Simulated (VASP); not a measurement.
Input for VASP

### INCAR
```
# general
SYSTEM  = La2O3
PREC    = Accurate
ENCUT   = 520
LREAL   = .False.   # projection in real space or not
LASPH   = .True.

# electronic loop
EDIFF   = 1E-7
NELM    = 100   # most electronic steps
ALGO    = Normal   # blocked Davidson
LMAXMIX = 6   # l cut-off of mixed one-centre charges

# smearing
ISMEAR  = -5

# functional
GGA     = PE
IVDW    = 13

# ions
ISIF    = 2

# output
LWAVE   = .False.
LCHARG  = .True.
LORBIT  = 11
NEDOS   = 601

# other
LEFG    = .True.
```

**KPOINTS**
```
kpoints
0
Gamma
  7 7 4
```

POSCAR:
```
La2O3
1
    1.9581430955    -3.3916032406    -0.0000000000
    1.9581430955     3.3916032406     0.0000000000
    0.0000000000     0.0000000000     6.0991825170
La O
2 3
Direct
  0.3333330000   0.6666670000   0.2459260241
  0.6666670000   0.3333330000   0.7540739759
  1.0000000000   1.0000000000   1.0000000000
  0.3333330000   0.6666670000   0.6462274191
  0.6666670000   0.3333330000   0.3537725809
```

POTCAR, in this order: La O (PBE.64 set). Program: vasp_std.

Task: Write an equivalent input for Ansatz.

Result: One equivalent input (not run):
Ansatz 0.2 input:
```yaml
crystal:
  lattice:
    - [1.9581431, -3.3916032, 0.0000000]
    - [1.9581431, 3.3916032, 0.0000000]
    - [0.0000000, 0.0000000, 6.0991825]
  atoms:
    - { symbol: La, position: [0.3333330, 0.6666670, 0.2459260] }
    - { symbol: La, position: [0.6666670, 0.3333330, 0.7540740] }
    - { symbol: O, position: [1.0000000, 1.0000000, 1.0000000] }
    - { symbol: O, position: [0.3333330, 0.6666670, 0.6462274] }
    - { symbol: O, position: [0.6666670, 0.3333330, 0.3537726] }
kpoints:
  mp_grid: { grid: [7, 7, 4] }
hamiltonian:
  xc: pbe
  dispersion: d4
  pseudopotentials: { kind: paw }
scf:
  occupations: { method: tetrahedron }
  max_iter: 100
output: { forces: true, stress: true, eigenvalues: true }
```
Limits of the translation: each code has its own PAW files, so the cut-off isn't converted (ENCUT is set for VASP's; basis.ecutwfc is left out, and Ansatz then takes the one that its files recommend); Ansatz stops its SCF on the density residual and VASP on the energy change (EDIFF); the field gradients of LEFG aren't asked of the other code.

The compound is La2O3 in the a-type structure. It was relaxed first.
